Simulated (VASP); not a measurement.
FeAu: single point with BLYP

FeAu:

```
CELL_PARAMETERS angstrom
1.41175 0.81507 4.46945
-1.41175 0.81507 4.46945
0.00000 -1.63015 4.46945
ATOMIC_POSITIONS crystal
Fe 0.50000 0.50000 0.50000
Au 0.00000 0.00000 0.00000
```

The cell comes from a database or a generator and needn't be the stable form of this composition.

| Property | Result |
| --- | --- |
| Program | VASP 6.6.1 |
| Task | single point |
| Functional | BLYP |
| Potentials or basis | VASP PAW PBE potentials, release 64 (Fe, Au) |
| Cutoff | 520 eV |
| k mesh | 6 × 6 × 6 |
| Occupations | methfessel-paxton, width 0.002 eV |
| Spin | collinear spin, typed start |
| Starting moments | [3.23, 0.0] μB |

| Item | Value |
| --- | --- |
| Pressure | 7.3 GPa |
| Band gap on the k mesh | none (metal or under the smearing width) |
| Net moment | 2.64 μB per cell |
| Site moments | Fe +2.71; Au -0.02 μB |
| Valence electrons inside the program's atomic spheres | Fe 6.90; Au 9.77 |

Stress tensor (GPa, compression positive):
```
7.74 0.00 0.00
0.00 7.74 0.00
0.00 0.00 6.41
```

Levels at points of the mesh, in eV from the Fermi level:
Spin up:
```tsv
k point	band 8	band 9	band 10	band 11	band 12	band 13	band 14	band 15
(0.00, 0.00, 0.00)	-2.06	-2.06	-1.39	-1.39	-0.39	4.30	15.17	17.44
(0.50, 0.00, 0.00)	-2.12	-2.02	-1.09	1.06	1.41	6.06	6.63	11.15
(0.50, 0.50, 0.00)	-1.39	-1.16	-1.03	-0.67	1.48	3.42	7.16	10.62
(0.50, 0.50, 0.50)	-2.82	-2.30	-2.30	-1.86	-1.86	11.48	13.29	15.68
```
Spin down:
```tsv
k point	band 4	band 5	band 6	band 7	band 8	band 9	band 10	band 11	band 12	band 13
(0.00, 0.00, 0.00)	-4.90	-3.44	-3.44	-1.26	-0.34	0.28	0.28	1.21	1.21	5.17
(0.50, 0.00, 0.00)	-3.81	-2.49	-2.02	-1.52	-0.62	0.55	1.44	1.58	2.69	6.74
(0.50, 0.50, 0.00)	-4.02	-2.03	-1.02	-0.67	0.03	1.15	1.16	1.53	1.58	4.25
(0.50, 0.50, 0.50)	-4.85	-4.85	-3.25	-3.25	-0.77	0.06	0.06	0.93	0.93	11.95
```

Run time: 87 s on 1 thread of Intel(R) Xeon(R) Platinum 8375C CPU @ 2.90GHz (Ice Lake) (shared host), peak memory 0.26 GiB.

Caveat: the k mesh is coarse (spacing up to 0.44 Å⁻¹), so the values aren't converged; the PAW data sets were made with another functional, which shifts forces and pressure a little. The run has no spin-orbit coupling, so splittings on Au are missing.
